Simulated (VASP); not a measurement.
A VASP calculation is set up with these files.

KPOINTS:
```
Automatic mesh
0
G
8 8 8
```

**INCAR**
```
! general
SYSTEM  = CdS
PREC    = Accurate
ENCUT   = 480
LREAL   = .FALSE.   ! projection in real space or not
LASPH   = .TRUE.   ! aspherical one-centre terms

! electronic loop
EDIFF   = 1E-7
NELM    = 100
ALGO    = Normal
LMAXMIX = 4
LMIXTAU = .TRUE.

! smearing
ISMEAR  = 0   ! Gaussian
SIGMA   = 0.05

! functional
METAGGA = R2SCAN

! ions
ISIF    = 2

! output
LWAVE   = .FALSE.
LCHARG  = .FALSE.
```

File POSCAR:
```
CdS
1
    0.0000000000     2.9367531383     2.9367531383
    2.9367531383     0.0000000000     2.9367531383
    2.9367531383     2.9367531383     0.0000000000
Cd S
1 1
Direct
  0.0000000000   0.0000000000   0.0000000000
  0.2500000000   0.2500000000   0.2500000000
```

POTCAR, in this order: Cd S (PBE.64 set). Program: vasp_std.

**Question.** Translate this r2SCAN calculation to Ansatz.

**Answer.** One equivalent input (not run):
Ansatz 0.2 input:
```yaml
crystal:
  lattice:
    - [0.0000000, 2.9367531, 2.9367531]
    - [2.9367531, 0.0000000, 2.9367531]
    - [2.9367531, 2.9367531, 0.0000000]
  atoms:
    - { symbol: Cd, position: [0.0000000, 0.0000000, 0.0000000] }
    - { symbol: S, position: [0.2500000, 0.2500000, 0.2500000] }
kpoints:
  mp_grid: { grid: [8, 8, 8] }
hamiltonian:
  xc: r2scan
  pseudopotentials: { kind: paw }
scf:
  occupations: { method: gaussian, width: 0.05 }
  max_iter: 100
output: { forces: true, stress: true, eigenvalues: true }
```
The two are equivalent in intent, not identical: each code has its own PAW files, so the cut-off isn't converted (ENCUT is set for VASP's; basis.ecutwfc is left out, and Ansatz then takes the one that its files recommend); Ansatz stops its SCF on the density residual and VASP on the energy change (EDIFF).

The compound is CdS in the zinc blende structure, a metastable form; wurtzite is the usual one. It was relaxed first.
